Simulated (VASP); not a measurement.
# Ga2SnO (P-4m2) in VASP: single point with r2SCAN

Aim: the single point of Ga2SnO with r2SCAN.

All numbers are computed with VASP 6.6.1; they aren't measurements. Logs are shortened: lines on timing, memory, paths and dates and some standing lists are left out, and cuts for length are marked.

**1. The crystal as given**

Symmetry: P-4m2, No. 115, tetragonal system. The conventional cell has a = 3.087 Å, b = 3.087 Å, c = 8.219 Å, α = 90.00°, β = 90.00°, γ = 90.00°. Ga (site symmetry 2mm) is surrounded by 2 O at 2.07 Å. Around Sn (site symmetry -4m2) lie 4 Sn at 3.09 Å and 4 Ga at 3.13 Å. O (site symmetry -4m2) has 4 Ga at 2.07 Å as nearest neighbours.

The cell was built by a generator and needn't be a form met in nature.

**2. Single point, r2SCAN**

INCAR reads:

```
ALGO = Normal
EDIFF = 1E-6
ENCUT = 520
ISIF = 2
ISMEAR = 0
KPAR = 2
LASPH = T
LCHARG = F
LMIXTAU = T
LREAL = F
LWAVE = F
METAGGA = R2SCAN
NELM = 150
PREC = Accurate
SIGMA = 0.1
```

KPOINTS reads:

```
k-points
0
Gamma
  10 10 6
```

POSCAR reads:

```
Ga2SnO
1.0
    3.0871200000      0.0000000000      0.0000000000
    0.0000000000      3.0871200000      0.0000000000
    0.0000000000      0.0000000000      8.2192300000
Ga Sn O
2 1 1
Direct
    0.5000000000      0.0000000000      0.6684860000
    0.0000000000      0.5000000000      0.3315140000
    0.0000000000      0.0000000000      0.0000000000
    0.5000000000      0.5000000000      0.5000000000
```

Potentials or basis: VASP PAW PBE potentials, release 64 (Ga_d, Sn_d, O).

The run is started by

```console
$ cat potpaw_PBE.64/Ga_d/POTCAR potpaw_PBE.64/Sn_d/POTCAR potpaw_PBE.64/O/POTCAR > POTCAR
$ mpirun -np 2 vasp_std > vasp.out
```

OUTCAR:

```text
EDIFF = 1E-6
   ENCUT = 520
   ISIF = 2
   ISMEAR = 0
   LASPH = T
   LREAL = F
   METAGGA = R2SCAN
   NELM = 150
   PREC = Accurate

 ion  position               nearest neighbor table
   1  0.500  0.000  0.668-   4 2.07   4 2.07   3 3.13   3 3.13
   2  0.000  0.500  0.332-   4 2.07   4 2.07   3 3.13   3 3.13
   3  0.000  0.000  0.000-   1 3.13   2 3.13   2 3.13   1 3.13
   4  0.500  0.500  0.500-   1 2.07   2 2.07   1 2.07   2 2.07

  LATTYP: Found a simple tetragonal cell.
 ALAT       =     3.0871200000
 C/A-ratio  =     2.6624264687

  Lattice vectors:

 A1 = (   3.0871200000,   0.0000000000,   0.0000000000)
 A2 = (   0.0000000000,   3.0871200000,   0.0000000000)
 A3 = (   0.0000000000,   0.0000000000,   8.2192300000)

Analysis of symmetry for initial positions (statically):
=====================================================================
 Subroutine PRICEL returns:
 Original cell was already a primitive cell.

 Routine SETGRP: Setting up the symmetry group for a
 simple tetragonal supercell.

 Subroutine GETGRP returns: Found  8 space group operations
 (whereof  8 operations were pure point group operations)
 out of a pool of 16 trial point group operations.

The static configuration has the point symmetry D_2d.

Analysis of symmetry for dynamics (positions and initial velocities):
=====================================================================
 Subroutine PRICEL returns:
 Original cell was already a primitive cell.

 Routine SETGRP: Setting up the symmetry group for a
 simple tetragonal supercell.

 Subroutine GETGRP returns: Found  8 space group operations
 (whereof  8 operations were pure point group operations)
 out of a pool of 16 trial point group operations.

The dynamic configuration has the point symmetry D_2d.

 Subroutine INISYM returns: Found  8 space group operations
 (whereof  8 operations are pure point group operations),
 and found     1 'primitive' translations

----------------------------------------------------------------------------------------

                                     Primitive cell

  volume of cell :      78.3318

  direct lattice vectors                    reciprocal lattice vectors
     3.087120000  0.000000000  0.000000000     0.323926508  0.000000000  0.000000000
     0.000000000  3.087120000  0.000000000     0.000000000  0.323926508  0.000000000
     0.000000000  0.000000000  8.219230000     0.000000000  0.000000000  0.121665898

  length of vectors
     3.087120000  3.087120000  8.219230000     0.323926508  0.323926508  0.121665898

  position of ions in fractional coordinates (direct lattice)
     0.500000000  0.000000000  0.668486000
     0.000000000  0.500000000  0.331514000
     0.000000000  0.000000000  0.000000000
     0.500000000  0.500000000  0.500000000

  ion indices of the primitive-cell ions
   primitive index   ion index
                 1           1
                 2           2
                 3           3
                 4           4

----------------------------------------------------------------------------------------

 KPOINTS: k-points

Automatic generation of k-mesh.
 Grid dimensions read from file:
 generate k-points for:   10   10    6

 Generating k-lattice:

  Cartesian coordinates                     Fractional coordinates (reciprocal lattice)
     0.032392651  0.000000000  0.000000000     0.100000000  0.000000000  0.000000000
     0.000000000  0.032392651  0.000000000     0.000000000  0.100000000  0.000000000
     0.000000000  0.000000000  0.020277650     0.000000000  0.000000000  0.166666667

  Length of vectors
     0.032392651  0.032392651  0.020277650

  Shift w.r.t. Gamma in fractional coordinates (k-lattice)
     0.000000000  0.000000000  0.000000000

 Subroutine IBZKPT returns following result:
 ===========================================

 Found     84 irreducible k-points:

 Following reciprocal coordinates:
            Coordinates               Weight
  0.000000  0.000000  0.000000      1.000000
  0.100000  0.000000  0.000000      4.000000
  0.200000  0.000000  0.000000      4.000000
  0.300000  0.000000  0.000000      4.000000
  0.400000  0.000000  0.000000      4.000000
  0.500000  0.000000  0.000000      2.000000
[... 16 lines left out ...]
  0.100000  0.000000  0.166667      8.000000
  0.200000  0.000000  0.166667      8.000000
 [... further k-points ...]
   k-points           NKPTS =     84   k-points in BZ     NKDIM =     84   number of bands    NBANDS=     27
   number of dos      NEDOS =    301   number of ions     NIONS =      4
   total plane-waves  NPLWV =  36864
   dimension x,y,z NGX =    24 NGY =   24 NGZ =   64
   dimension x,y,z NGXF=    48 NGYF=   48 NGZF=  128
   ions per type =               2   1   1
   NGX,Y,Z   is equivalent  to a cutoff of  12.92, 12.92, 12.94 a.u.
   NGXF,Y,Z  is equivalent  to a cutoff of  25.85, 25.85, 25.89 a.u.
 SYSTEM =  unknown system
   PREC   = accura    normal or accurate (medium, high low for compatibility)
   ISTART =      0    job   : 0-new  1-cont  2-samecut
   ICHARG =      2    charge: 1-file 2-atom 10-const
   ISPIN  =      1    spin polarized calculation?
   LNONCOLLINEAR =      F non collinear calculations
   LSORBIT =      F    spin-orbit coupling
   LASPH  =      T    aspherical Exc in radial PAW
   ENCUT  =  520.0 eV  38.22 Ry    6.18 a.u.   5.74  5.74 15.28*2*pi/ulx,y,z
   NELM   =    150;   NELMIN=  2; NELMDL= -5     # of ELM steps
   EDIFF  = 0.1E-05   stopping-criterion for ELM
   LREAL  =      F    real-space projection
   EDIFFG = 0.1E-04   stopping-criterion for IOM
   NSW    =      0    number of steps for IOM
   IBRION =     -1    ionic relax: 0-MD 1-quasi-New 2-CG
   NFREE  =      0    steps in history (QN), initial steepest desc. (CG)
   ISIF   =      2    stress and relaxation
   ISYM   =      2    0-nonsym 1-usesym 2-fastsym
   POTIM  = 0.5000    time-step for ionic-motion
   TEBEG  =    0.0;   TEEND  =   0.0 temperature during run
   PSTRESS=    0.0 pullay stress
   NELECT =      46.0000    total number of electrons
   NUPDOWN=      -1.0000    fix difference up-down
   EMIN   =  10.00;   EMAX   =-10.00  energy-range for DOS
   EFERMI =   0.00;   METHOD = LEGACY
   ISMEAR =     0;   SIGMA  =   0.10  broadening in eV -4-tet -1-fermi 0-gaus
   EFERMI_NEDOS =   21; number of points for ismear=-14 and -15
   IALGO  =     38    algorithm
   IMIX   =      4    mixing-type and parameters
     AMIX     =   0.40;   BMIX     =  1.00
     AMIX_MAG =   1.60;   BMIX_MAG =  1.00
  volume/ion in A,a.u.               =      19.58       132.15
  Fermi-wavevector in a.u.,A,eV,Ry     =   1.370928  2.590679 25.571391  1.879444
  Thomas-Fermi vector in A             =   2.496671
   LORBIT       =      0    0 simple, 1 ext, 2 COOP (PROOUT), +10 PAW based schemes
   METAGGA = R2SCAN    functional components
   LHFCALC =     F    Hartree Fock is set to
   AEXX    =    0.0000 exact exchange contribution
   IVDW    =     0    specifies the selected vdW correction
   LEPSILON=     F    determine dielectric tensor
   LRPA    =     F    only Hartree local field effects (RPA)
 non-spin polarized calculation
 Gauss-broadening in eV      SIGMA  =   0.10
  energy-cutoff  :      520.00
  volume of cell :       78.33
 maximum number of plane-waves:      2132
 NGX is ok and might be reduce to    24
   NGX = 11   NGY = 11   NGZ = 31

 number of electron      46.0000010 magnetization

 Free energy of the ion-electron system (eV)
  ---------------------------------------------------
  ext. energy  EPLUGINS =         0.00000000
  ---------------------------------------------------
  free energy    TOTEN  =       -55.77502911 eV

  energy without entropy =      -55.77034722  energy(sigma->0) =      -55.77268817

 E-fermi :   5.6488     XC(G=0): -11.1276

 val. band max:        5.6387687436   @ k =   0.5000   0.2000   0.0000
 cond. band min:       5.6526715166   @ k =   0.2000   0.0000   0.5000
 fundamental gap:      0.0139027730
 Fermi energy:         5.6488484456

 k-point     1 :       0.0000    0.0000    0.0000
  band No.  band energies     occupation
      1     -16.7126      2.00000
      2     -16.6176      2.00000
      3     -16.4339      2.00000
      4     -16.4339      2.00000
      5     -16.3190      2.00000
      6     -15.6997      2.00000
[... 19 lines left out ...]
     26      11.5629      0.00000
     27      13.3105      0.00000

 k-point     2 :       0.1000    0.0000    0.0000
  band No.  band energies     occupation
      1     -16.6919      2.00000
      2     -16.6054      2.00000
      3     -16.4461      2.00000
      4     -16.4329      2.00000
      5     -16.3288      2.00000
      6     -15.6708      2.00000
[... 19 lines left out ...]
     26      11.7312      0.00000
     27      11.7463      0.00000

 k-point     3 :       0.2000    0.0000    0.0000
  band No.  band energies     occupation
      1     -16.6596      2.00000
      2     -16.5515      2.00000
      3     -16.4778      2.00000
      4     -16.4303      2.00000
      5     -16.3544      2.00000
      6     -15.5945      2.00000
[... 19 lines left out ...]
     26       9.7513      0.00000
     27      11.4426      0.00000

 k-point     4 :       0.3000    0.0000    0.0000
  band No.  band energies     occupation
      1     -16.6436      2.00000
      2     -16.5166      2.00000
      3     -16.4605      2.00000
      4     -16.4271      2.00000
      5     -16.3859      2.00000
      6     -15.4983      2.00000
[... 19 lines left out ...]
     26       9.4408      0.00000
     27       9.9389      0.00000

 k-point     5 :       0.4000    0.0000    0.0000
  band No.  band energies     occupation
      1     -16.6359      2.00000
      2     -16.5477      2.00000
      3     -16.4246      2.00000
      4     -16.4112      2.00000
      5     -16.3813      2.00000
      6     -15.4191      2.00000
[... 19 lines left out ...]
     26       8.2957      0.00000
     27      10.9868      0.00000

 k-point     6 :       0.5000    0.0000    0.0000
  band No.  band energies     occupation
      1     -16.6335      2.00000
      2     -16.5595      2.00000
      3     -16.4236      2.00000
      4     -16.4209      2.00000
      5     -16.3505      2.00000
      6     -15.3884      2.00000
[... 444 lines left out ...]
      1     -16.5586      2.00000
      2     -16.5432      2.00000
      3     -16.5432      2.00000
      4     -16.4262      2.00000
      5     -16.1942      2.00000
      6     -15.1361      2.00000
[... 19 lines left out ...]
     26       6.2783      0.00000
     27       7.5128      0.00000

 k-point    22 :       0.0000    0.0000    0.1667
  band No.  band energies     occupation
      1     -16.7126      2.00000
      2     -16.6175      2.00000
      3     -16.4339      2.00000
      4     -16.4339      2.00000
      5     -16.3190      2.00000
      6     -15.6997      2.00000
[... 19 lines left out ...]
     26      11.5147      0.00000
     27      13.4646      0.00000

 k-point    23 :       0.1000    0.0000    0.1667
  band No.  band energies     occupation
      1     -16.6919      2.00000
      2     -16.6053      2.00000
      3     -16.4461      2.00000
      4     -16.4329      2.00000
      5     -16.3288      2.00000
      6     -15.6708      2.00000
[... 19 lines left out ...]
     26      11.6846      0.00000
     27      11.7755      0.00000

 k-point    24 :       0.2000    0.0000    0.1667
  band No.  band energies     occupation
      1     -16.6596      2.00000
      2     -16.5515      2.00000
      3     -16.4778      2.00000
      4     -16.4303      2.00000
      5     -16.3544      2.00000
      6     -15.5945      2.00000
[... 19 lines left out ...]
     26       9.8703      0.00000
     27      11.5335      0.00000

 [... further k-points ...]

------------------------ aborting loop because EDIFF is reached ----------------------------------------

  FORCE on cell =-STRESS in cart. coord.  units (eV):
  Direction    XX          YY          ZZ          XY          YZ          ZX
  --------------------------------------------------------------------------------------
  -------------------------------------------------------------------------------------
  Total       -1.4522385     -1.4522385     -1.5186684      0.0000000      0.0000000      0.0000000
  in kB      -29.7036875    -29.7036875    -31.0624270      0.0000000      0.0000000      0.0000000
  external PRESSURE =     -30.1566007 kB  Pullay stress =       0.0000000 kB

 VOLUME and BASIS-vectors are now :
 -----------------------------------------------------------------------------
  energy-cutoff  :      520.00
  volume of cell :       78.33
      direct lattice vectors                 reciprocal lattice vectors
     3.087120000  0.000000000  0.000000000     0.323926508  0.000000000  0.000000000
     0.000000000  3.087120000  0.000000000     0.000000000  0.323926508  0.000000000
     0.000000000  0.000000000  8.219230000     0.000000000  0.000000000  0.121665898

 POSITION                                       TOTAL-FORCE (eV/Angst)
 -----------------------------------------------------------------------------------
      1.54356      0.00000      5.49444        -0.000000      0.000000     -0.348298
      0.00000      1.54356      2.72479         0.000000     -0.000000      0.348298
      0.00000      0.00000      0.00000         0.000000     -0.000000      0.000000
      1.54356      1.54356      4.10961         0.000000     -0.000000      0.000000
 -----------------------------------------------------------------------------------
    total drift:                                0.000000      0.000000     -0.000000

  FREE ENERGIE OF THE ION-ELECTRON SYSTEM (eV)
  ---------------------------------------------------
  free  energy   TOTEN  =       -55.7750291085 eV

  energy  without entropy=      -55.7703472236  energy(sigma->0) =      -55.77268817
```

Run time: 4.3 min. Hardware: 2 MPI ranks of AMD EPYC 9R45 (Zen 5), shared host; peak memory 0.29 GiB.

Results:

```yaml
Free_energy: -55.7750 eV
Pressure: -3.0 GPa
Largest_force: 0.348 eV/Å
Band_gap_on_the_k_mesh: none (metal or under the smearing width)
```

Forces in eV/Å, atoms in the order of the input:
```
Ga   0.000  0.000 -0.348
Ga   0.000  0.000  0.348
Sn   0.000  0.000  0.000
O    0.000  0.000  0.000
```

Stress tensor (GPa, compression positive):
```
-2.97  0.00  0.00
 0.00 -2.97  0.00
 0.00  0.00 -3.11
```

Caveat: the PAW data sets were made with another functional, which shifts forces and pressure a little.
